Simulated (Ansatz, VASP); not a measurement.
**CuGe3: VASP beside Ansatz**

```xyz
4
Lattice="4.0106 0.0000 0.0000 0.0000 4.0106 0.0000 0.0000 0.0000 4.0106" Properties=species:S:1:pos:R:3 pbc="T T T"
Cu    0.0000    0.0000    0.0000
Ge    0.0000    2.0053    2.0053
Ge    2.0053    0.0000    2.0053
Ge    2.0053    2.0053    0.0000
```

Alike in both runs: task relaxation of cell and atoms; functional PBE; k mesh 4 × 4 × 4; occupations gaussian, width 0.1 eV; no spin polarisation.

|  | VASP | Ansatz |
| --- | --- | --- |
| version | VASP 6.6.1 | Ansatz 0.2.0 |
| potentials or method | VASP PAW PBE potentials, release 64 (Cu, Ge_d) | scalar-relativistic, plane waves, PAW |
| plane-wave cutoff (eV) | 600 | 420 |
| valence electrons in the cell | 53 | 61 |

Ansatz gave:

| Quantity | Value |
| --- | --- |
| gap on the k mesh at the Fermi level, each at its own relaxed structure (eV) | none |
| relaxed volume (Å³/atom) | 17.38 |
| relaxed cell length with the largest relative difference (Å) | 4.112 |
| energy change over the relaxation (meV/atom) | -24 |

Task: Estimate VASP's values.

Result: gap on the k mesh at the Fermi level, each at its own relaxed structure (eV): none; relaxed volume (Å³/atom): 17.38; relaxed cell length with the largest relative difference (Å): 4.112; energy change over the relaxation (meV/atom): -25.

A gap of «none» marks a metal or a gap that the smearing closes. The two sets of potentials don't hold the same shells in valence.

Caveats: the k mesh is coarse (spacing up to 0.39 Å⁻¹), so the values aren't converged.
